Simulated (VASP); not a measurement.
A run of VASP 6.6.1:

File INCAR:

```
SYSTEM = AlH2ClO
  PREC = Accurate
  ENCUT = 520
  EDIFF = 1E-6
  ISMEAR = 0
  SIGMA = 0.01
  LREAL = .False.
  LASPH = .True.
  NELM = 60
  ALGO = Normal
  ISIF = 2
  LWAVE = .False.
  LCHARG = .False.
  GGA = PE
  IBRION = 2
  NSW = 40
  EDIFFG = -0.02
```

The input KPOINTS:

```
Automatic mesh
0
Gamma
  1 1 1
  0 0 0
```

POSCAR

```
AlH2ClO
1.0
   13.0000000000      0.0000000000      0.0000000000
    0.0000000000     13.0000000000      0.0000000000
    0.0000000000      0.0000000000     11.0000000000
O Al Cl H
1 1 1 2
Direct
    0.4318300000      0.5398060000      0.4574670000
    0.5495510000      0.5276000000      0.5154290000
    0.6025190000      0.3807010000      0.5635980000
    0.3824760000      0.4857240000      0.4427720000
    0.6173070000      0.6238730000      0.5346450000
```

Potentials or basis: VASP PAW PBE potentials, release 64 (O, Al, Cl, H).

Command:

```sh
$ cat potpaw_PBE.64/O/POTCAR potpaw_PBE.64/Al/POTCAR potpaw_PBE.64/Cl/POTCAR potpaw_PBE.64/H/POTCAR > POTCAR
$ mpirun -np 1 vasp_gam > vasp.out
```

Hardware: 1 thread of AMD EPYC 9R45 96-Core Processor (Zen 5) (shared host).

Q: How long does it take, and how much memory?

A: Wall time 6.3 min on 1 thread of AMD EPYC 9R45 96-Core Processor (Zen 5), with other jobs on the host, peak memory 1.6 GiB. Counts: scf iterations 137, k points 1, ion steps 13.
